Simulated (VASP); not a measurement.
All values below come from r2SCAN+rVV10, VASP's PBE PAW potentials (set 64) (plane waves; VASP).

VASP input:

File KPOINTS:
```
Automatic mesh
0
Gamma
18 18 10
0 0 0
```

POSCAR:
```
Be
1.0
  1.1441488021  -1.9817236858   0.0000000000
  1.1441488021   1.9817236858   0.0000000000
  0.0000000000   0.0000000000   3.5968828620
Be
2
Cart
  1.1441488021   0.6605758831   0.8992207155
  1.1441488021  -0.6605758831   2.6976621465
```

### INCAR
```
ALGO=Normal
BPARAM=11.95
CPARAM=0.0093
EDIFF=1E-7
EDIFFG=-0.01
ENCUT=520
IBRION=2
ISIF=4
ISMEAR=1
LASPH=T
LCHARG=F
LMIXTAU=T
LREAL=F
LUSE_VDW=T
LWAVE=F
METAGGA=R2SCAN
NELM=100
NSW=30
PREC=Accurate
SIGMA=0.1
SYSTEM=Be
```

POTCAR, in this order: Be (PBE.64 set). Program: vasp_std.

The resulting files:

**OSZICAR**
```
       N       E                     dE             d eps       ncg     rms          rms(c)
DAV:   1    -0.381708665487E+01   -0.38171E+01   -0.18574E+03  2670   0.567E+02
DAV:   2    -0.891943207096E+01   -0.51023E+01   -0.49189E+01  4140   0.650E+01
DAV:   3    -0.894841944772E+01   -0.28987E-01   -0.28985E-01  3450   0.466E+00
DAV:   4    -0.894844075418E+01   -0.21306E-04   -0.21307E-04  4002   0.134E-01
DAV:   5    -0.894844076827E+01   -0.14089E-07   -0.14801E-07  3360   0.151E-03    0.126E+00
DAV:   6    -0.867148376509E+01    0.27696E+00   -0.95906E-02  2868   0.294E+00    0.742E-01
DAV:   7    -0.865157664236E+01    0.19907E-01   -0.14268E-02  2934   0.128E+00    0.127E-01
DAV:   8    -0.867193969822E+01   -0.20363E-01   -0.78519E-03  3054   0.858E-01    0.125E-02
DAV:   9    -0.867063472061E+01    0.13050E-02   -0.23036E-04  3264   0.165E-01    0.118E-02
DAV:  10    -0.867029266232E+01    0.34206E-03   -0.28733E-05  3174   0.559E-02    0.643E-03
DAV:  11    -0.867026067046E+01    0.31992E-04   -0.82640E-06  3570   0.224E-02    0.192E-03
DAV:  12    -0.867026229206E+01   -0.16216E-05   -0.28741E-06  2946   0.199E-02    0.228E-04
DAV:  13    -0.867026356051E+01   -0.12685E-05   -0.11194E-08  2856   0.119E-03    0.800E-05
DAV:  14    -0.867026279171E+01    0.76880E-06   -0.10139E-08  1680   0.815E-04    0.328E-05
DAV:  15    -0.867026317445E+01   -0.38274E-06   -0.14196E-09  1554   0.313E-04    0.702E-06
DAV:  16    -0.867026314618E+01    0.28274E-07   -0.34244E-11  1518   0.633E-05
   1 F= -.86702631E+01 E0= -.86702350E+01  d E =-.867026E+01
       N       E                     dE             d eps       ncg     rms          rms(c)
DAV:   1    -0.867075533229E+01   -0.49216E-03   -0.51675E-03  3366   0.476E-01    0.265E-02
DAV:   2    -0.867075284826E+01    0.24840E-05   -0.22725E-05  3162   0.434E-02    0.163E-02
DAV:   3    -0.867074937928E+01    0.34690E-05   -0.33921E-06  3480   0.162E-02    0.381E-04
DAV:   4    -0.867074936786E+01    0.11416E-07   -0.67673E-07  3276   0.933E-03
   2 F= -.86707494E+01 E0= -.86707026E+01  d E =-.486222E-03
```

**OUTCAR**
```
------------------------ aborting loop because EDIFF is reached ----------------------------------------
  FORCE on cell =-STRESS in cart. coord.  units (eV):
  Direction    XX          YY          ZZ          XY          YZ          ZX
  --------------------------------------------------------------------------------------
  Total       -0.3679135     -0.3679134     -0.3598053      0.0000000      0.0000000      0.0000000
  in kB      -36.1388574    -36.1388513    -35.3424169      0.0000000      0.0000000      0.0000000
  external PRESSURE =     -35.8733752 kB  Pullay stress =       0.0000000 kB
  volume of cell :       16.31
      direct lattice vectors                 reciprocal lattice vectors
     1.141923112 -1.977868681 -0.000000000     0.437857851 -0.252797370  0.000000000
     1.141923112  1.977868681  0.000000000     0.437857851  0.252797370  0.000000000
    -0.000000000  0.000000000  3.610917686     0.000000000 -0.000000000  0.276937911
 POSITION                                       TOTAL-FORCE (eV/Angst)
 -----------------------------------------------------------------------------------
      1.14192      0.65929      0.90273         0.000000      0.000000      0.000000
      1.14192     -0.65929      2.70819        -0.000000     -0.000000      0.000000
 -----------------------------------------------------------------------------------
    total drift:                               -0.000000     -0.000003      0.000004
  FREE ENERGIE OF THE ION-ELECTRON SYSTEM (eV)
  ---------------------------------------------------
  free  energy   TOTEN  =        -8.6707493679 eV

  energy  without entropy=       -8.6706089459  energy(sigma->0) =       -8.67070256

 reached required accuracy - stopping structural energy minimisation
```
(Selected blocks of OUTCAR.)

**CONTCAR**
```
Be
   1.00000000000000
     1.1419231119423703   -1.9778686813234079   -0.0000000000000000
     1.1419231119423703    1.9778686813234079    0.0000000000000000
    -0.0000000000000000    0.0000000000000000    3.6109176855594365
  Be
     2
Direct
     0.3333330000000032    0.6666669999999968    0.2500000000000000
     0.6666669999999968    0.3333330000000032    0.7500000000000000
```

The compound is Be in the hcp structure. This cell is one point of a volume scan, at 1.03 of the reference volume. Symmetry was kept, so distortions that lower it aren't found.
